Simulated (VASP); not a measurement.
```xyz
2
Lattice="2.8398 0.0000 0.0000 0.0000 2.8398 0.0000 0.0000 0.0000 2.8398" Properties=species:S:1:pos:R:3 pbc="T T T"
Al     1.4199     1.4199     1.4199
Fe     0.0000     0.0000     0.0000
```

These are PBEsol GGA, VASP's PBE PAW potentials (set 64) (plane waves; VASP) values and carry that method's errors. Run with 400 eV cut-off, 12×12×12 Γ-centred mesh, first-order Methfessel-Paxton smearing of 0.10 eV, potentials Al Fe.

Problem. Predict the energy per atom (σ→0), band gap (on the k-mesh) with the smallest direct gap where there is one.

Solution. 
| Property | Value |
|---|---|
| band gap (on the k-mesh) | none (metal, semimetal or under 0.01 eV) |
| energy per atom (σ→0) | -6.855 eV/atom |

The compound is FeAl in the CsCl type structure. It was relaxed first, which changed the volume by -7 %. The start is the result of an earlier pass. The run is not spin-polarised, so no magnetic state was tried. The electron count is odd and the run is not spin-polarised, which forces a metal.
